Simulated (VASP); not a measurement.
Here is a VASP 6.6.1 calculation.

File INCAR:

```
SYSTEM = YHg
ALGO = Normal ; EDIFF = 1E-6
ENCUT = 520 ; GGA = CA
ISIF = 2 ; ISMEAR = 0
LASPH = .TRUE. ; LCHARG = .TRUE.
LELF = .TRUE. ; LREAL = .FALSE.
LVHAR = .TRUE. ; LWAVE = .FALSE.
NBANDS = 18 ; NELM = 60
PREC = Accurate ; SIGMA = 0.1
```

Contents of KPOINTS:

```
k-points
0
G
  12 12 12
  0 0 0
```

Contents of POSCAR:

```
YHg
1.0
    3.6247770847      0.0000000000      0.0000000000
    0.0000000000      3.6247770847      0.0000000000
    0.0000000000      0.0000000000      3.6247770847
Y Hg
1 1
Direct
    0.5000000000      0.5000000000      0.5000000000
    0.0000000000      0.0000000000      0.0000000000
```

Potentials or basis: VASP PAW LDA potentials, release 64 (Y_sv, Hg).

Run with:

```sh
$ cat potpaw_LDA.64/Y_sv/POTCAR potpaw_LDA.64/Hg/POTCAR > POTCAR
$ mpirun -np 1 vasp_std > vasp.out
```

Question: What does it give for the band gap on the k mesh?

Answer: None (metal or under the smearing width).

Question: Predict the pressure.

Answer: 0.2 GPa.

The run has no spin-orbit coupling, so splittings on Hg are missing.
